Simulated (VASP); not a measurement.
```yaml
crystal:
  lattice:
    - [3.75000, 0.00000, 0.00000]
    - [0.00000, 3.75000, 0.00000]
    - [0.00000, 0.00000, 3.75000]
  atoms:
    - { symbol: Cu, position: [0.00000, 0.50000, 0.50000] }
    - { symbol: Cu, position: [0.50000, 0.00000, 0.50000] }
    - { symbol: Cu, position: [0.50000, 0.50000, 0.00000] }
    - { symbol: Au, position: [0.00000, 0.00000, 0.00000] }
```
Cell charge +0.1.

Computed with PBE GGA, VASP's PBE PAW potentials (set 64) (plane waves; VASP). Numerical set-up: NELECT = 43.9, 400 eV cut-off, 7×7×7 Γ-centred mesh, Gaussian smearing of 0.050 eV, potentials Cu Au.

The cell is charged, with a uniform compensating background. Unless said otherwise, spin-orbit coupling is left out, though it shifts the bands of the heavy elements here.

Q: Predict the energy per atom (σ→0), band gap (on the k-mesh) with the smallest direct gap where there is one.

A: 
```yaml
band gap (on the k-mesh): none (metal, semimetal or under 0.01 eV)
energy per atom (σ→0): -3.846 eV/atom
```

The compound is Cu3Au in the L1_2 structure. The cell was not relaxed at this level. The run is one of a series of settings (ISMEAR = 0, NELECT = 43.9, SIGMA = 0.05 against the base run), some of them coarse on purpose.
